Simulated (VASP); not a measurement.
A run of VASP 6.6.1 is set up as follows.

The input INCAR:

```
SYSTEM = ReSb2
PREC = Accurate
ENCUT = 520
EDIFF = 1E-8
ISMEAR = -1
SIGMA = 0.05
LREAL = .False.
LASPH = .True.
NELM = 100
ALGO = Normal
ISIF = 2
LWAVE = .False.
LCHARG = .False.
GGA = PE
LEFG = .True.
NBANDS = 16
```

KPOINTS

```
regular mesh
0
Gamma
  9 9 9
  0 0 0
```

Contents of POSCAR:

```
ReSb2
1.0
    0.0000000000      3.2511082968      3.2511082968
    3.2511082968      0.0000000000      3.2511082968
    3.2511082968      3.2511082968      0.0000000000
Re Sb
1 2
Direct
    0.0000000000      0.0000000000      0.0000000000
    0.2500000000      0.2500000000      0.2500000000
    0.7500000000      0.7500000000      0.7500000000
```

Potentials or basis: VASP PAW PBE potentials, release 64 (Re, Sb).

The run is started by

```sh
$ cat potpaw_PBE.64/Re/POTCAR potpaw_PBE.64/Sb/POTCAR > POTCAR
$ mpirun -np 1 vasp_std > vasp.out
```

Problem. Estimate the pressure.

Solution. -0.2 GPa.

Problem. Predict the band gap on the k mesh.

Solution. None (metal or under the smearing width).

Electric field gradients, principal values (V/Å²):
```
atom    Vxx    Vyy    Vzz
1 Re  0.000  0.000  0.000
2 Sb  0.000  0.000  0.000
3 Sb  0.000  0.000  0.000
```

The run has no spin-orbit coupling, so splittings on Re, Sb are missing.
